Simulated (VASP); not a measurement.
A run of VASP 6.6.1 is set up as follows.

The input INCAR:

```
SYSTEM = H2CNCl
  PREC = Accurate
  ENCUT = 520
  EDIFF = 1E-6
  ISMEAR = 0
  SIGMA = 0.01
  LREAL = .FALSE.
  LASPH = .TRUE.
  NELM = 100
  ALGO = Fast
  ISIF = 2
  LWAVE = .FALSE.
  LCHARG = .FALSE.
  GGA = PE
  IBRION = 2
  NSW = 40
  EDIFFG = -0.02
```

Contents of KPOINTS:

```
regular mesh
0
G
  1 1 1
  0 0 0
```

Contents of POSCAR:

```
H2CNCl
1.0
   12.0000000000      0.0000000000      0.0000000000
    0.0000000000     11.0000000000      0.0000000000
    0.0000000000      0.0000000000     11.0000000000
N C Cl H
1 1 1 2
Direct
    0.4337850000      0.4280940000      0.4681760000
    0.5154640000      0.4884470000      0.5020910000
    0.6226910000      0.4205760000      0.5830530000
    0.3799250000      0.4821480000      0.4227520000
    0.5345350000      0.5834370000      0.4860840000
```

Potentials or basis: VASP PAW PBE potentials, release 64 (N, C, Cl, H).

The run is started by

```console
$ cat potpaw_PBE.64/N/POTCAR potpaw_PBE.64/C/POTCAR potpaw_PBE.64/Cl/POTCAR potpaw_PBE.64/H/POTCAR > POTCAR
$ mpirun -np 1 vasp_gam > vasp.out
```

Question: What does it give for the energy gained by relaxing?

Answer: 5.6 meV/atom.

Question: What does it give for the gap between the frontier levels?

Answer: 5.03 eV.

The path:
```tsv
step	energy change (eV)	largest force (eV/Å)	pressure (GPa)
1	0.0000	1.1973	0.13
2	0.1807	4.4133	-0.22
3	-0.0191	0.5894	0.04
4	-0.0005	1.1975	-0.05
5	-0.0251	0.2375	0.01
6	-0.0271	0.1657	0.00
7	-0.0271	0.1460	0.00
8	-0.0273	0.2308	-0.02
9	-0.0276	0.1023	-0.01
10	-0.0275	0.2115	0.00
11	-0.0278	0.0509	-0.01
12	-0.0279	0.0346	-0.01
13	-0.0279	0.0247	-0.01
14	-0.0279	0.0231	-0.01
15	-0.0279	0.0395	-0.01
16	-0.0280	0.0219	-0.01
17	-0.0280	0.0240	-0.01
18	-0.0280	0.0120	-0.01
```

Caveat: the standard files for N, O and F lose accuracy on very short bonds.
